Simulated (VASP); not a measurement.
```xyz
2
Lattice="0.0000 3.2300 3.2300 3.2300 0.0000 3.2300 3.2300 3.2300 0.0000" Properties=species:S:1:pos:R:3 pbc="T T T"
Hg     0.0000     0.0000     0.0000
Te     1.6150     1.6150     1.6150
```

Computed with PBE GGA with D3 dispersion (zero damping), VASP's PBE PAW potentials (set 64) (plane waves; VASP). Run with 520 eV cut-off, 7×7×7 Γ-centred mesh, Gaussian smearing of 0.050 eV, potentials Hg Te.

Energy and stress use the plane-wave basis of the starting cell.

**Question.** The ions, cell shape and volume are relaxed. Give the cell that the relaxation ends in.

**Answer.** 
```xyz
2
Lattice="0.0000 3.2754 3.2754 3.2754 0.0000 3.2754 3.2754 3.2754 0.0000" Properties=species:S:1:pos:R:3 pbc="T T T"
Hg     0.0000     0.0000     0.0000
Te     1.6377     1.6377     1.6377
```
Space group F-43m (216), at a tolerance of 0.03 Å.

**Question.** How do energy and volume change from the first to the last step?

**Answer.** The energy (σ→0) changes by -7.9 meV/atom and the volume by +4.3 %, in 3 ionic steps.

The compound is HgTe in the zinc blende structure. This run relaxes it. Symmetry was kept, so distortions that lower it aren't found.
